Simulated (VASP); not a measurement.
Calculation: RPA correlation on PBE orbitals, VASP's PBE PAW potentials (set 64) (plane waves; VASP).

VASP ran on this input.

**KPOINTS**
```
K-points
0
G
4 4 4
```

**INCAR**
```
ALGO = ACFDT
ENCUT = 500
ENCUTGW = 300
GGA = PE
ISMEAR = 0
LASPH = T
LCHARG = F
LREAL = F
LWAVE = F
NBANDS = 1243
NOMEGA = 12
PREC = Normal
SIGMA = 0.01
SYSTEM = GaAs
```

**POSCAR**
```
GaAs
1
    0.0000000000     2.8621750000     2.8621750000
    2.8621750000     0.0000000000     2.8621750000
    2.8621750000     2.8621750000     0.0000000000
Ga As
1 1
Direct
  0.0000000000   0.0000000000   0.0000000000
  0.2500000000   0.2500000000   0.2500000000
```

POTCAR, in this order: Ga_d_GW As_GW (PBE.64 set). Program: vasp_std. Read from the step before: WAVECAR, WAVEDER.

Output

### OSZICAR
```
energies w=
    0.000    0.061    0.000    0.204    0.000    0.422    0.000    0.803
    0.000    1.525    0.000    2.954    0.000    5.905    0.000   12.269
    0.000   26.720    0.000   61.714    0.000  154.541    0.000  460.820
NQ=   1    0.0000    0.0000    0.0000,
 performed       8205000 updates of chi_q(r,r)
NQ=   2    0.2500    0.0000    0.0000,
 performed      16410000 updates of chi_q(r,r)
NQ=   3    0.5000    0.0000    0.0000,
 performed      24615000 updates of chi_q(r,r)
NQ=   4    0.2500    0.2500    0.0000,
 performed      32820000 updates of chi_q(r,r)
NQ=   5    0.5000    0.2500    0.0000,
 performed      41025000 updates of chi_q(r,r)
NQ=   6   -0.2500    0.2500    0.0000,
 performed      49230000 updates of chi_q(r,r)
NQ=   7    0.5000    0.5000    0.0000,
 performed      57435000 updates of chi_q(r,r)
NQ=   8   -0.2500    0.5000    0.2500,
 performed      65640000 updates of chi_q(r,r)
```

**OUTCAR**
```


      cutoff energy     smooth cutoff   RPA   correlation   Hartree contr. to MP2
---------------------------------------------------------------------------------
            300.000           240.000      -18.6176082934     -472.1332633077
            285.714           228.571      -18.5507674007     -472.0332775123
            272.109           217.687      -18.4742937558     -471.9167072599
            259.151           207.321      -18.3882698315     -471.7835116089
            246.811           197.449      -18.2910972019     -471.6311922139
            235.058           188.046      -18.1834320663     -471.4607923407
            223.865           179.092      -18.0639603053     -471.2704047678
            213.204           170.564      -17.9335990815     -471.0616953102
  linear regression
  converged value                          -19.6566779835     -473.7684581274
```
(Selected blocks of OUTCAR.)

The mesh is coarse, so the correlation energy is not converged in k-points.

The compound is GaAs in the zinc blende structure. This cell is one point of a volume scan, at 1.04 of the reference volume. The k-mesh is coarse (spacing up to 0.48 per Å, 2π included), so the numbers may not be converged in it.
